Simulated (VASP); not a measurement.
Input of a VASP 6.6.1 run:

INCAR

```
SYSTEM = Sc12C
  PREC = Accurate
  ENCUT = 520
  EDIFF = 1E-7
  ISMEAR = 0
  SIGMA = 0.1
  LREAL = .False.
  LASPH = .True.
  NELM = 60
  ALGO = Fast
  ISIF = 2
  LWAVE = .False.
  LCHARG = .False.
  GGA = PS
  NBANDS = 80
```

File KPOINTS:

```
regular mesh
0
Gamma
  3 2 3
  0 0 0
```

The input POSCAR:

```
Sc12C
1.0
    6.6200000000      0.0000000000      0.0000000000
   -4.9650000000      8.5996320000      0.0000000000
    0.0000000000      0.0000000000      5.2761400000
Sc C
12 1
Direct
    0.0006371813     -0.0027884914     -0.0029292248
    0.1679120994      0.2227234840      0.5079425489
   -0.0232875740      0.3230711500      0.0002714105
    0.1628149775      0.5562177544      0.5085750189
    0.0040610675      0.6729893791     -0.0012018256
    0.1620265901      0.8852145069      0.4968780207
    0.4950061711     -0.0029400095     -0.0043799065
    0.6628665406      0.2183831820      0.4958611788
    0.5091401737      0.3244733030      0.0002579537
    0.6708112328      0.5563902037      0.5086783141
    0.5130506193      0.6853601410      0.0006203399
    0.6735296095      0.8938797614      0.4963526366
    0.3350038482      0.4473235599      0.9339945490
```

Potentials or basis: VASP PAW PBE potentials, release 64 (Sc_sv, C).

Run with:

```sh
$ cat potpaw_PBE.64/Sc_sv/POTCAR potpaw_PBE.64/C/POTCAR > POTCAR
$ mpirun -np 1 vasp_std > vasp.out
```

Question: What does it give for the largest force?

Answer: 1.270 eV/Å.

Question: What does it give for the pressure?

Answer: -1.6 GPa.

Stress tensor (GPa, compression positive):
```
-0.89  0.02  0.00
 0.02 -0.75  0.02
 0.00  0.02 -3.31
```

Caveat: the k mesh is coarse (spacing up to 0.40 Å⁻¹), so the values aren't converged; the PAW data sets were made with another functional, which shifts forces and pressure a little.
